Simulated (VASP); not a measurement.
The system is Pt.

```
Pt
1.0
     0.00000    1.96090    1.96090
     1.96090    0.00000    1.96090
     1.96090    1.96090    0.00000
Pt
1
Direct
  0.00000 0.00000 0.00000
```

- Program: VASP 6.6.1
- Task: relaxation of cell and atoms
- Functional: PBE
- Potentials or basis: VASP PAW PBE potentials, release 64 (Pt)
- Cutoff: 520 eV
- k mesh: 4 × 4 × 4
- Occupations: gaussian, width 0.1 eV
- Spin: no spin polarisation

At the start: pressure 7.7 GPa; volume 15.08 Å³/atom.

Question: How do energy, volume and symmetry change on relaxing?

Answer: Over 17 steps the energy falls by 9.6 meV/atom and the volume is 15.49 Å³/atom (+2.7 %); space group Fm-3m (No. 225, to 0.05 Å).

The path:
```
step  energy change (eV)  largest force (eV/Å)  pressure (GPa)  volume (Å³)
   1              0.0000                0.0000            7.69        15.08
   2              0.0578                0.0000          -16.26        16.72
   3             -0.0096                0.0000           -0.19        15.51
   4             -0.0096                0.0000           -0.03        15.50
   5             -0.0096                0.0000            0.12        15.49
   6             -0.0096                0.0000            0.12        15.49
   7             -0.0096                0.0000            0.09        15.49
   8             -0.0096                0.0000            0.09        15.49
   9             -0.0096                0.0000            0.09        15.49
  10             -0.0096                0.0000            0.09        15.49
  11             -0.0096                0.0000            0.09        15.49
  12             -0.0096                0.0000            0.09        15.49
  13             -0.0096                0.0000            0.09        15.49
  14             -0.0096                0.0000            0.05        15.49
  15             -0.0096                0.0000            0.03        15.49
  16             -0.0096                0.0000           -0.05        15.50
  17             -0.0096                0.0000            0.00        15.49
```

Final structure:
```cif
data_structure
_symmetry_space_group_name_H-M 'P 1'
_symmetry_Int_Tables_number 1
_cell_length_a 2.7983
_cell_length_b 2.7983
_cell_length_c 2.7983
_cell_angle_alpha 60.000
_cell_angle_beta 60.000
_cell_angle_gamma 60.000
_cell_volume 15.49
loop_
_atom_site_label
_atom_site_type_symbol
_atom_site_fract_x
_atom_site_fract_y
_atom_site_fract_z
_atom_site_occupancy
Pt1 Pt 0.00000 0.00000 0.00000 1
```

Caveat: the k mesh is coarse (spacing up to 0.69 Å⁻¹), so the values aren't converged.
